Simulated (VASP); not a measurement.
All values below come from PBE GGA, VASP's PBE PAW potentials (set 64) (plane waves; VASP 6.6.1).

VASP input:

File POSCAR:
```
Te
1
    2.2300000000    -3.8624730000     0.0000000000
    2.2300000000     3.8624730000     0.0000000000
    0.0000000000     0.0000000000     5.9300000000
Te
3
Direct
  0.0000000000   0.2630000000   0.6666670000
  0.7370000000   0.7370000000   0.0000000000
  0.2630000000   0.0000000000   0.3333330000
```

### INCAR
```
SYSTEM=Te
PREC=Accurate; ENCUT=400; LREAL=.False.
LASPH=.True.; NELECT=17.9
EDIFF=1E-6; NELM=100; ALGO=Normal
LMAXMIX=4
ISMEAR=0; SIGMA=0.05
GGA=PE
ISIF=2
LWAVE=.False.; LCHARG=.False.
```

KPOINTS:
```
kpoints
0
G
  6 6 4
```

POTCAR, in this order: Te (PBE.64 set). Program: vasp_std.

The resulting files:

File OUTCAR:
```
 ion  position               nearest neighbor table
   1  0.000  0.263  0.667-   2 2.83   3 2.83   2 3.50   2 3.50   3 3.50   3 3.50
   2  0.737  0.737  0.000-   3 2.83   1 2.83   1 3.50   3 3.50   3 3.50   1 3.50
   3  0.263  0.000  0.333-   2 2.83   1 2.83   2 3.50   2 3.50   1 3.50   1 3.50
  LATTYP: Found a hexagonal cell.
 ALAT       =     4.4599997394
 C/A-ratio  =     1.3295964902
 Subroutine PRICEL returns:
 Original cell was already a primitive cell.
 Subroutine GETGRP returns: Found  6 space group operations
The static configuration has the point symmetry C_2 .
 The point group associated with its full space group is D_3 .
The dynamic configuration has the point symmetry C_2 .
 Subroutine INISYM returns: Found  6 space group operations
 Subroutine IBZKPT returns following result:
 Found     24 irreducible k-points:

 Following reciprocal coordinates:
            Coordinates               Weight
  0.000000  0.000000  0.000000      1.000000
  0.166667  0.000000  0.000000      6.000000
  0.333333 -0.000000  0.000000      6.000000
  0.500000  0.000000  0.000000      3.000000
  0.166667  0.166667  0.000000      6.000000
  0.333333  0.166667  0.000000     12.000000
  0.333333  0.333333  0.000000      2.000000
  0.000000  0.000000  0.250000      2.000000
  0.166667  0.000000  0.250000      6.000000
  0.000000  0.166667  0.250000      6.000000
  0.333333 -0.000000  0.250000      6.000000
 -0.000000  0.333333  0.250000      6.000000
  0.500000  0.000000  0.250000      6.000000
  0.166667  0.166667  0.250000     12.000000
  0.333333  0.166667  0.250000     12.000000
 -0.166667  0.500000  0.250000     12.000000
  0.333333  0.333333  0.250000      4.000000
  0.000000  0.000000  0.500000      1.000000
  0.166667  0.000000  0.500000      6.000000
  0.333333 -0.000000  0.500000      6.000000
  0.500000  0.000000  0.500000      3.000000
...
```

OSZICAR:
```
       N       E                     dE             d eps       ncg     rms          rms(c)
DAV:   1     0.680283577216E+02    0.68028E+02   -0.51690E+03   624   0.832E+02
DAV:   2    -0.529944803597E+01   -0.73328E+02   -0.69922E+02   825   0.147E+02
DAV:   3    -0.990777794626E+01   -0.46083E+01   -0.45762E+01   754   0.413E+01
DAV:   4    -0.999190309586E+01   -0.84125E-01   -0.84104E-01   821   0.679E+00
DAV:   5    -0.999310521612E+01   -0.12021E-02   -0.12021E-02   793   0.721E-01    0.121E+01
DAV:   6    -0.997925226953E+01    0.13853E-01   -0.23930E-02   639   0.100E+00    0.770E+00
DAV:   7    -0.997731949752E+01    0.19328E-02   -0.41624E-02   649   0.143E+00    0.313E-01
DAV:   8    -0.997665427059E+01    0.66523E-03   -0.71370E-03   644   0.542E-01    0.169E-01
DAV:   9    -0.997668443836E+01   -0.30168E-04   -0.22913E-04   850   0.110E-01    0.103E-01
DAV:  10    -0.997671859385E+01   -0.34155E-04   -0.40169E-05   654   0.464E-02    0.197E-02
DAV:  11    -0.997671505391E+01    0.35399E-05   -0.11780E-05   649   0.235E-02    0.947E-03
DAV:  12    -0.997671532831E+01   -0.27440E-06   -0.13201E-06   372   0.784E-03
   1 F= -.99767153E+01 E0= -.99765908E+01  d E =-.249148E-03
```

**OUTCAR**
```
------------------------ aborting loop because EDIFF is reached ----------------------------------------
  FORCE on cell =-STRESS in cart. coord.  units (eV):
  Direction    XX          YY          ZZ          XY          YZ          ZX
  --------------------------------------------------------------------------------------
  Total       -0.0104038     -0.0104038     -0.0782290      0.0000000     -0.0000000     -0.0000000
  in kB       -0.1631729     -0.1631729     -1.2269405      0.0000000     -0.0000000     -0.0000000
  external PRESSURE =      -0.5177621 kB  Pullay stress =       0.0000000 kB
  volume of cell :      102.15
      direct lattice vectors                 reciprocal lattice vectors
     2.230000000 -3.862473000  0.000000000     0.224215247 -0.129450743  0.000000000
     2.230000000  3.862473000  0.000000000     0.224215247  0.129450743  0.000000000
     0.000000000  0.000000000  5.930000000     0.000000000  0.000000000  0.168634064
 POSITION                                       TOTAL-FORCE (eV/Angst)
 -----------------------------------------------------------------------------------
      0.58649      1.01583      3.95334         0.171249      0.296612     -0.000000
      3.28702      0.00000      0.00000        -0.342498      0.000000      0.000000
      0.58649     -1.01583      1.97666         0.171249     -0.296612      0.000000
 -----------------------------------------------------------------------------------
    total drift:                               -0.000179     -0.000394      0.000013
  FREE ENERGIE OF THE ION-ELECTRON SYSTEM (eV)
  ---------------------------------------------------
  free  energy   TOTEN  =        -9.9767153283 eV

  energy  without entropy=       -9.9764661802  energy(sigma->0) =       -9.97659075
```
(Selected blocks of OUTCAR.)

The cell is charged, with a uniform compensating background.

The compound is Te in the trig structure. The cell was not relaxed at this level. The run is one of a series of settings (NELECT = 17.9 against the base run), some of them coarse on purpose.
